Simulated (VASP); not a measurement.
Shape and ions are relaxed at each volume.

Consider the following.

Space group P6/mmm (No. 191); a = b = 3.1840 Å, c = 3.5563 Å, α = β = 90.00°, γ = 120.00°

```csv
atom,site,symmetry,x,y,z
Zr,1a,6/mmm,0.0000,0.0000,0.0000
B,2d,-6m2,0.3333,0.6667,0.5000
```

All values below come from revPBE GGA, VASP's PBE PAW potentials (set 64) (plane waves; VASP 6.6.1). Run with 520 eV cut-off, 11×11×9 Γ-centred mesh, first-order Methfessel-Paxton smearing of 0.10 eV, potentials Zr_sv B.

**Question.** Give the energy at these volumes per atom, relative to the lowest: 9.78, 10.09, 10.40, 10.72, 11.03 Å³.

**Answer.** 30.4, 7.3, 0.0, 6.3, 24.2 meV/atom. A third-order Birch-Murnaghan fit gives B0 = 231 GPa and B0′ = 4.0.

The compound is ZrB2 in the AlB2 type structure. It was relaxed first.
